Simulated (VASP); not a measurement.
VASP input:

INCAR:
```
ALGO  =  Normal
EDIFF  =  1E-6
EDIFFG  =  -0.01
ENCUT  =  400
GGA  =  PS
IBRION  =  2
ISIF  =  3
ISMEAR  =  1
LASPH  =  T
LCHARG  =  F
LREAL  =  F
LWAVE  =  F
NELM  =  100
NSW  =  60
PREC  =  Accurate
SIGMA  =  0.1
SYSTEM  =  Mg
```

File POSCAR:
```
Mg
1.0
  1.5955127796  -2.7635096442   0.0000000000
  1.5955127796   2.7635096442   0.0000000000
  0.0000000000   0.0000000000   5.0915719757
Mg
2
Cart
  1.5955127796   0.9211717237   1.2728929939
  1.5955127796  -0.9211717237   3.8186789818
```

**KPOINTS**
```
Automatic
0
gamma
 12 12 7
```

POTCAR, in this order: Mg (PBE.64 set). Program: vasp_std.

### Question
Write an equivalent input for Ansatz.

### Answer
One equivalent input (not run):
Ansatz 0.2 input:
```yaml
crystal:
  lattice:
    - [1.5955128, -2.7635096, 0.0000000]
    - [1.5955128, 2.7635096, 0.0000000]
    - [0.0000000, 0.0000000, 5.0915720]
  atoms:
    - { symbol: Mg, position: [0.3333330, 0.6666670, 0.2500000] }
    - { symbol: Mg, position: [0.6666670, 0.3333330, 0.7500000] }
kpoints:
  mp_grid: { grid: [12, 12, 7] }
hamiltonian:
  xc: pbesol
  pseudopotentials: { kind: paw }
scf:
  occupations: { method: methfessel_paxton, width: 0.1 }
  max_iter: 100
relax:
  max_steps: 60
  f_tol: 0.01
  cell: {}
output: { forces: true, stress: true, eigenvalues: true }
```
The two are equivalent in intent, not identical: each code has its own PAW files, so the cut-off isn't converted (ENCUT is set for VASP's; basis.ecutwfc is left out, and Ansatz then takes the one that its files recommend); Ansatz stops its SCF on the density residual and VASP on the energy change (EDIFF).

The compound is Mg in the hcp structure. It was relaxed first. The start is the result of an earlier pass.
